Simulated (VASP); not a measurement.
OSZICAR of a VASP run on Be3CdSe4 (ordered alloy cell):

### OSZICAR
```
       N       E                     dE             d eps       ncg     rms          rms(c)
DAV:   1     0.202261824708E+03    0.20226E+03   -0.16044E+04   520   0.114E+03
DAV:   2    -0.202684536859E+02   -0.22253E+03   -0.21773E+03   640   0.256E+02
DAV:   3    -0.345983180211E+02   -0.14330E+02   -0.14296E+02   664   0.718E+01
DAV:   4    -0.347499311144E+02   -0.15161E+00   -0.15147E+00   656   0.765E+00
DAV:   5    -0.347516035520E+02   -0.16724E-02   -0.16720E-02   688   0.789E-01    0.926E+00
DAV:   6    -0.339917584203E+02    0.75985E+00   -0.14291E+00   610   0.147E+01    0.709E+00
DAV:   7    -0.338823357343E+02    0.10942E+00   -0.10166E+00   638   0.562E+00    0.276E+00
DAV:   8    -0.338767865698E+02    0.55492E-02   -0.17431E-01   574   0.451E+00    0.760E-01
DAV:   9    -0.338754156154E+02    0.13710E-02   -0.23560E-02   624   0.193E+00    0.174E-01
DAV:  10    -0.338753650573E+02    0.50558E-04   -0.18439E-03   608   0.373E-01    0.669E-02
DAV:  11    -0.338753923227E+02   -0.27265E-04   -0.67997E-04   624   0.231E-01    0.391E-02
DAV:  12    -0.338754005668E+02   -0.82441E-05   -0.93170E-05   626   0.805E-02    0.141E-02
DAV:  13    -0.338754003197E+02    0.24705E-06   -0.19526E-05   598   0.439E-02    0.819E-03
DAV:  14    -0.338754006901E+02   -0.37041E-06   -0.32983E-06   528   0.143E-02
   1 F= -.33875401E+02 E0= -.33875401E+02  d E =-.338754E+02
```

Task: Which electronic solver shows in the log?

Result: It is blocked Davidson (ALGO = Normal, or the opening steps of other solvers). The INCAR had ALGO = Normal.

Task: Can the final energy be trusted as converged?

Result: The run converged. It stopped with EDIFF = 1E-6, NELM = 100, NSW = 60 and EDIFFG = -0.02 after 1 ionic step (PBEsol GGA, plane waves, VASP's PBE PAW potentials (set 64)).

The structure was generated: Be3CdSe4 was put into an ordered model structure (P-43m), which need not be its known phase. It was relaxed first. The start is the result of an earlier pass.
